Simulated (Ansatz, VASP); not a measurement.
# Cross-check of FeSb2 between VASP and Ansatz

Wanted: the spread between two codes on one cell, functional and k mesh.

Program: Ansatz 0.2.0. Level of theory: plane waves, with VASP 6.6.1 beside it; relaxation of the atoms at PBEsol and band structure at PBEsol. Results are calculated unless marked as measured.

### Step 1. Set-up

It takes space group Pnnm (No. 58, orthorhombic). The conventional cell has a = 5.823 Å, b = 6.523 Å, c = 3.194 Å, α = 90.00°, β = 90.00°, γ = 90.00°. Nearest to Fe lie 6 Sb at 2.57 to 2.59 Å. Sb has 3 Fe at 2.57 to 2.59 Å nearest. Farther neighbours are not listed.

### Step 2. VASP: relaxation of the atoms, PBEsol

A relaxation sums small force errors into a geometry.

Lines of VASP's logs that name or quote its potential files are left out, and so is its time.

Contents of INCAR:

```
SYSTEM = FeSb2
PREC = Accurate
ENCUT = 400
EDIFF = 1E-06
NELM = 100
ISMEAR = 0
SIGMA = 0.02
LREAL = .FALSE.
ALGO = Normal
GGA = PS
NBANDS = 32
ISPIN = 2
MAGMOM = 4 4 0 0 0 0
LASPH = .TRUE.
LMAXMIX = 4
LORBIT = 11
LWAVE = .FALSE.
LCHARG = .FALSE.
KPAR = 4
IBRION = 2
NSW = 40
ISIF = 2
EDIFFG = -0.005
```

Contents of POSCAR:

```
FeSb2
1.0
    5.8230000000      0.0000000000      0.0000000000
    0.0000000000      6.5230000000      0.0000000000
    0.0000000000      0.0000000000      3.1940000000
Fe Sb
2 4
Direct
    0.0000000000      0.0000000000      0.0000000000
    0.5000000000      0.5000000000      0.5000000000
    0.1882000000      0.6437000000      0.0000000000
    0.8118000000      0.3563000000      0.0000000000
    0.6882000000      0.8563000000      0.5000000000
    0.3118000000      0.1437000000      0.5000000000
```

Contents of KPOINTS:

```
Automatic mesh
0
Gamma
4 4 6
0 0 0
```

PAW data sets: Fe and Sb (PBE family, release 64).

Command:

```
$ mpirun -np 4 vasp_std
```

Numbers of over 12 decimals in the logs are rounded to 6 here.

The program printed:

```text
[banner, memory and clock lines left out]
running    4 mpi-ranks, on    1 nodes
 distrk:  each k-point on    1 cores,    4 groups
 distr:  one band on    1 cores,    1 groups

 POSCAR found type information on POSCAR FeSb
 POSCAR found :  2 types and       6 ions
|                                                                             |
|               ----> ADVICE to this user running VASP <----                  |
|                                                                             |
|     You enforced a specific xc type in the INCAR file but a different       |
|     [... a line on the potential file left out ...]
|     I HOPE YOU KNOW WHAT YOU ARE DOING!                                     |
|                                                                             |

 LDA part: xc-table for (Slater+PW92), standard interpolation
 POSCAR, INCAR and KPOINTS ok, starting setup
 FFT: planning ... GRIDC
 FFT: planning ... GRID_SOFT
 FFT: planning ... GRID
 WAVECAR not read
 entering main loop
       N       E                     dE             d eps       ncg     rms          rms(c)
DAV:   1     0.197040789561E+03    0.19704E+03   -0.11311E+04  4608   0.832E+02
DAV:   2    -0.238650481464E+02   -0.22091E+03   -0.20732E+03  4856   0.220E+02
DAV:   3    -0.375487590654E+02   -0.13684E+02   -0.12998E+02  5856   0.631E+01
DAV:   4    -0.379289623968E+02   -0.38020E+00   -0.37816E+00  5272   0.112E+01
DAV:   5    -0.379417605428E+02   -0.12798E-01   -0.12796E-01  6328   0.228E+00    0.197E+01
DAV:   6    -0.522363013138E+02   -0.14295E+02   -0.40395E+01  5688   0.986E+01    0.441E+01
DAV:   7    -0.363296757220E+02    0.15907E+02   -0.27090E+01  5776   0.824E+01    0.701E+00
DAV:   8    -0.365840087957E+02   -0.25433E+00   -0.30160E+00  6640   0.102E+01    0.383E+00
DAV:   9    -0.365472068694E+02    0.36802E-01   -0.32607E-01  5776   0.595E+00    0.183E+00
DAV:  10    -0.365434940826E+02    0.37128E-02   -0.20515E-02  6208   0.103E+00    0.958E-01
DAV:  11    -0.365439208335E+02   -0.42675E-03   -0.95614E-03  6888   0.109E+00    0.734E-01
DAV:  12    -0.365444617310E+02   -0.54090E-03   -0.34062E-03  6992   0.622E-01    0.680E-01
DAV:  13    -0.365393573869E+02    0.51043E-02   -0.15236E-02  6928   0.150E+00    0.316E-01
DAV:  14    -0.365418505539E+02   -0.24932E-02   -0.61621E-03  6848   0.695E-01    0.213E-01
DAV:  15    -0.365416726214E+02    0.17793E-03   -0.26685E-03  6888   0.575E-01    0.126E-01
DAV:  16    -0.365418682225E+02   -0.19560E-03   -0.31950E-04  6824   0.132E-01    0.661E-02
DAV:  17    -0.365418940208E+02   -0.25798E-04   -0.30841E-05  6608   0.547E-02    0.324E-02
DAV:  18    -0.365419051739E+02   -0.11153E-04   -0.24500E-05  6904   0.550E-02    0.181E-02
DAV:  19    -0.365419085776E+02   -0.34037E-05   -0.90888E-06  5864   0.310E-02    0.106E-02
DAV:  20    -0.365419100459E+02   -0.14683E-05   -0.44723E-06  3840   0.214E-02    0.545E-03
DAV:  21    -0.365419105345E+02   -0.48861E-06   -0.16659E-06  3048   0.120E-02
   1 F= -.36541911E+02 E0= -.36540462E+02  d E =-.365419E+02  mag=     1.3605
[...]
2 F= -.36575488E+02 E0= -.36574326E+02  d E =-.335779E-01  mag=     1.3316
[...]
3 F= -.36589281E+02 E0= -.36588485E+02  d E =-.473703E-01  mag=     1.3324
[...]
4 F= -.36589431E+02 E0= -.36588657E+02  d E =-.475203E-01  mag=     1.3328
[...]
5 F= -.36589415E+02 E0= -.36588635E+02  d E =-.475043E-01  mag=     1.3327
[...]
6 F= -.36589450E+02 E0= -.36588675E+02  d E =-.353972E-04  mag=     1.3326
[...]
7 F= -.36589462E+02 E0= -.36588692E+02  d E =-.468158E-04  mag=     1.3325
 curvature:  -1.17 expect dE=-0.218E-04 dE for cont linesearch -0.260E-08
 trial: gam= 0.04373 g(F)=  0.187E-04 g(S)=  0.000E+00 ort = 0.289E-06 (trialstep = 0.146E+01)
 search vector abs. value=  0.188E-04
 bond charge predicted
       N       E                     dE             d eps       ncg     rms          rms(c)
DAV:   1    -0.365894773970E+02   -0.14952E-04   -0.43240E-04  4680   0.923E-02    0.763E-03
DAV:   2    -0.365894821220E+02   -0.47250E-05   -0.33575E-05  6304   0.585E-02    0.176E-02
DAV:   3    -0.365894794127E+02    0.27093E-05   -0.51370E-06  4728   0.340E-02    0.281E-03
DAV:   4    -0.365894794383E+02   -0.25552E-07   -0.42911E-07  2456   0.400E-03
   8 F= -.36589479E+02 E0= -.36588714E+02  d E =-.177423E-04  mag=     1.3326
 trial-energy change:   -0.000018  1 .order   -0.000018   -0.000027   -0.000009
 step:   2.1270(harm=  2.1270)  dis= 0.00098  next Energy=   -36.589482 (dE=-0.199E-04)
 reached required accuracy - stopping structural energy minimisation
```

OUTCAR, selected parts (step 2):

```text
ion  position               nearest neighbor table
   1  0.000  0.000  0.000-   3 2.57   4 2.57   5 2.59   6 2.59   5 2.59   6 2.59
   2  0.500  0.500  0.500-   5 2.57   6 2.57   3 2.59   4 2.59   3 2.59   4 2.59
   3  0.188  0.644  0.000-   1 2.57   2 2.59   2 2.59   4 2.88   5 3.60   5 3.60   5 3.60   5 3.60
                             6 3.70   6 3.70   6 3.70   6 3.70
   4  0.812  0.356  0.000-   1 2.57   2 2.59   2 2.59   3 2.88   6 3.60   6 3.60   6 3.60   6 3.60
                             5 3.70   5 3.70   5 3.70   5 3.70
   5  0.688  0.856  0.500-   2 2.57   1 2.59   1 2.59   6 2.88   3 3.60   3 3.60   3 3.60   3 3.60
                             4 3.70   4 3.70   4 3.70   4 3.70
   6  0.312  0.144  0.500-   2 2.57   1 2.59   1 2.59   5 2.88   4 3.60   4 3.60   4 3.60   4 3.60
                             3 3.70   3 3.70   3 3.70   3 3.70

  LATTYP: Found a simple orthorhombic cell.
 ALAT       =     3.1940000000
 B/A-ratio  =     1.8231058234
 C/A-ratio  =     2.0422667502

 Subroutine GETGRP returns: Found  8 space group operations
 (whereof  4 operations were pure point group operations)

The static configuration has the point symmetry C_2h.
 The point group associated with its full space group is D_2h.

 Found     36 irreducible k-points:

   k-points           NKPTS =     36   k-points in BZ     NKDIM =     36   number of bands    NBANDS=     32

   dimension x,y,z NGX =    40 NGY =   48 NGZ =   24
   dimension x,y,z NGXF=    80 NGYF=   96 NGZF=   48

   ENCUT  =  400.0 eV  29.40 Ry    5.42 a.u.   9.50 10.64  5.21*2*pi/ulx,y,z

   NELECT =      36.0000    total number of electrons

 k-points in reciprocal lattice and weights: Automatic mesh
   0.00000000  0.00000000  0.00000000       0.010
   0.25000000  0.00000000  0.00000000       0.021
   0.50000000  0.00000000  0.00000000       0.010
   0.00000000  0.25000000  0.00000000       0.021
   0.25000000  0.25000000  0.00000000       0.042
   0.50000000  0.25000000  0.00000000       0.021
   0.00000000  0.50000000  0.00000000       0.010
   0.25000000  0.50000000  0.00000000       0.021
   0.50000000  0.50000000  0.00000000       0.010
[...]
0.25000000  0.50000000  0.50000000       0.021
   0.50000000  0.50000000  0.50000000       0.010

 average (electrostatic) potential at core
       1 -40.2905       2 -40.2905       3 -83.9274       4 -83.9274       5 -83.9274
       6 -83.9274

 E-fermi :   8.2270

 spin component 1
 k-point     1 :       0.0000    0.0000    0.0000
  band No.  band energies     occupation
    ...
     14       6.8973      1.00000
     15       7.3128      1.00000
     16       7.4717      1.00000
     17       7.6184      1.00000
     18       7.6286      1.00000
     19       8.9223      0.00000
     20      10.3536      0.00000
     21      11.9829      0.00000
     22      12.1509      0.00000
     23      12.5017      0.00000
    ...

 k-point     2 :       0.2500    0.0000    0.0000
  band No.  band energies     occupation
    ...
     14       6.9558      1.00000
     15       7.4205      1.00000
     16       7.5904      1.00000
     17       7.6090      1.00000
     18       7.8466      1.00000
     19       9.3990      0.00000
     20      10.7947      0.00000
     21      10.9912      0.00000
     22      11.8919      0.00000
     23      12.1760      0.00000
    ...

 k-point     3 :       0.5000    0.0000    0.0000
  band No.  band energies     occupation
    ...
     14       6.8671      1.00000
     15       7.5459      1.00000
     16       7.5459      1.00000
     17       7.5791      1.00000
     18       7.5791      1.00000
     19      10.7132      0.00000
     20      10.7132      0.00000
     21      11.5383      0.00000
     22      11.5383      0.00000
     23      11.9407      0.00000
    ...

 k-point     4 :       0.0000    0.2500    0.0000
  band No.  band energies     occupation
    ...
     14       6.9056      1.00000
     15       7.4773      1.00000
     16       7.5912      1.00000
     17       7.5938      1.00000
     18       7.6563      1.00000
     19       9.1397      0.00000
     20      10.0981      0.00000
     21      10.6652      0.00000
     22      11.6701      0.00000
     23      12.0595      0.00000
    ...

 k-point     5 :       0.2500    0.2500    0.0000
  band No.  band energies     occupation
    ...
     14       6.8827      1.00000
     15       7.3056      1.00000
     16       7.5703      1.00000
     17       7.6066      1.00000
     18       7.6236      1.00000
     19       9.8639      0.00000
     20      10.3279      0.00000
     21      10.4828      0.00000
     22      11.0607      0.00000
     23      12.1603      0.00000
    ...

 k-point     6 :       0.5000    0.2500    0.0000
  band No.  band energies     occupation
    ...
     14       6.8483      1.00000
     15       7.2881      1.00000
     16       7.2881      1.00000
     17       7.6020      1.00000
     18       7.6020      1.00000
     19       9.7001      0.00000
     20       9.7001      0.00000
     21      11.4129      0.00000
     22      11.4129      0.00000
     23      12.1148      0.00000
    ...

  Total       -3.2004256     -3.9276006     -1.0243121      0.0000000      0.0000000      0.0000000
  in kB      -42.2658134    -51.8691125    -13.5273832      0.0000000      0.0000000      0.0000000
  external PRESSURE =     -35.8874363 kB  Pullay stress =       0.0000000 kB

  energy-cutoff  :      400.00
  volume of cell :      121.32
      direct lattice vectors                 reciprocal lattice vectors
     5.823000000  0.000000000  0.000000000     0.171732784  0.000000000  0.000000000
     0.000000000  6.523000000  0.000000000     0.000000000  0.153303695  0.000000000
     0.000000000  0.000000000  3.194000000     0.000000000  0.000000000  0.313087038

 POSITION                                       TOTAL-FORCE (eV/Angst)
 -----------------------------------------------------------------------------------
      0.00000      6.52300      0.00000         0.000000      0.000000      0.000000
      2.91150      3.26150      1.59700         0.000000      0.000000      0.000000
      1.14353      4.21158      0.00000         0.002968      0.000822      0.000000
      4.67947      2.31142      0.00000        -0.002968     -0.000822     -0.000000
      4.05503      5.57292      1.59700         0.002968     -0.000822      0.000000
      1.76797      0.95008      1.59700        -0.002968      0.000822     -0.000000
 -----------------------------------------------------------------------------------
    total drift:                               -0.000000      0.000000     -0.000000

  FREE ENERGIE OF THE ION-ELECTRON SYSTEM (eV)
  ---------------------------------------------------
  free  energy   TOTEN  =       -36.5894794383 eV

  energy  without entropy=      -36.5879493876  energy(sigma->0) =      -36.58871441

 reached required accuracy - stopping structural energy minimisation

 total charge
# of ion       s       p       d       tot
------------------------------------------
    1        0.389   0.474   6.459   7.323
    2        0.389   0.474   6.459   7.323
    3        1.156   1.220   0.062   2.439
    4        1.156   1.220   0.062   2.439
    5        1.156   1.220   0.062   2.439
    6        1.156   1.220   0.062   2.439
--------------------------------------------------
tot          5.404   5.828  13.167  24.400

 magnetization (x)
# of ion       s       p       d       tot
------------------------------------------
    1        0.005  -0.001   0.800   0.805
    2        0.005  -0.001   0.800   0.805
    3       -0.003  -0.032  -0.002  -0.037
    4       -0.003  -0.032  -0.002  -0.037
    5       -0.003  -0.032  -0.002  -0.037
    6       -0.003  -0.032  -0.002  -0.037
--------------------------------------------------
tot         -0.002  -0.128   1.592   1.462

[... 6 further parts left out ...]
```

CONTCAR:

```
FeSb2
   1.00000000000000
     5.8230000000000004    0.0000000000000000    0.0000000000000000
     0.0000000000000000    6.5229999999999997    0.0000000000000000
     0.0000000000000000    0.0000000000000000    3.1940000000000000
  Fe              Sb
     2     4
Direct
     0.0000000000000000    1.0000000000000000    0.0000000000000000
     0.5000000000000000    0.5000000000000000    0.5000000000000000
     0.1963816060435859    0.6456513030374171    0.0000000000000000
     0.8036183939564141    0.3543486969625828    0.0000000000000000
     0.6963816060435859    0.8543486969625829    0.5000000000000000
     0.3036183939564141    0.1456513030374171    0.5000000000000000
```

The run keeps the 8 symmetry operations of its start, so it cannot find a distortion of lower symmetry.

[end of part 1 of 3]

[Lines on the potential files, build, host, timing and source positions are cut from VASP's logs without a mark.]

[Logs are printed without paths, hosts, clocks, repeated set-up lines and the standing remarks that a program may print on its own settings, such as how far it seeks lower states.]

[Hosts, paths, dates, database ids (printed as entryN), source tags and the programs' standing remarks are cut or masked in the printed files.]
